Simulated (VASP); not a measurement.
Data:

```
Pt3Ti
1.0
    3.92677     0.00000     0.00000
    0.00000     3.92677     0.00000
    0.00000     0.00000     3.92677
Ti Pt
1 3
Direct
  0.00000   0.00000   0.00000
  0.00000   0.50000   0.50000
  0.50000   0.00000   0.50000
  0.50000   0.50000   0.00000
```

Level of theory: optB86b-vdW, VASP's PBE PAW potentials (set 64) (plane waves; VASP 6.6.1). Numerical set-up: 520 eV cut-off, Gaussian smearing of 0.050 eV, potentials Ti_sv Pt.

Question: Give the energies of bands 11 to 24 at the high-symmetry points, in eV from the Fermi level.

Answer: 
```csv
band,Γ,X,M,R
11,-6.55,-4.94,-4.71,-4.38
12,-3.55,-4.57,-4.71,-3.57
13,-3.55,-4.26,-4.25,-3.57
14,-3.55,-4.26,-4.25,-3.57
15,-1.67,-3.50,-4.04,-2.99
16,-1.67,-3.04,-3.13,-2.99
17,-0.55,-2.62,-3.05,-0.85
18,0.00,-2.62,-3.05,-0.62
19,0.00,-2.56,-2.38,-0.62
20,0.00,-1.37,-2.27,-0.62
21,1.30,-0.24,-2.21,-0.48
22,1.30,-0.24,0.15,-0.48
23,1.61,0.01,0.15,-0.48
24,1.61,0.42,0.31,1.11
```

It has no gap at this level: it comes out as a metal or semimetal.

The compound is Pt3Ti in the L1_2 structure. It was relaxed first.
